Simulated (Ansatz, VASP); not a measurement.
# Li5Os: VASP beside Ansatz

```xyz
6
Lattice="2.7205 0.0000 0.0000 -1.3602 2.3560 0.0000 0.0000 0.0000 14.8023" Properties=species:S:1:pos:R:3 pbc="T T T"
Li    0.0000    0.0000    9.9591
Li    0.0000    1.5707   12.5998
Li    0.0000    1.5707    2.2025
Li    0.0000    0.0000    4.8431
Li    1.3602    0.7853    7.4011
Os    1.3602    0.7853    0.0000
```

Alike in both runs: functional PBE; k mesh 18 × 18 × 4; occupations gaussian, width 0.1 eV; no spin polarisation.

Ansatz relaxed the structure, and its values are those at the end. VASP's run is a single point on that final structure, the one shown.

|  | VASP | Ansatz |
| --- | --- | --- |
| version | VASP 6.6.1 | Ansatz 0.2.0 |
| potentials or method | VASP PAW PBE potentials, release 64 (Li_sv, Os) | scalar-relativistic, plane waves, PAW |
| plane-wave cutoff (eV) | 520 | 420 |
| valence electrons in the cell | 23 | 31 |

```csv
,VASP,Ansatz,Ansatz less VASP
gap on the k mesh at the Fermi level (eV),none,none,-
rms of the force components (eV/Å),0.004,0.000,-0.0042
```

A gap of «none» marks a metal or a gap that the smearing closes. With one functional, cell and mesh, what is left measures potentials, basis and numerics. The two sets of potentials don't hold the same shells in valence.

 The runs have no spin-orbit coupling, so splittings on Os are missing.
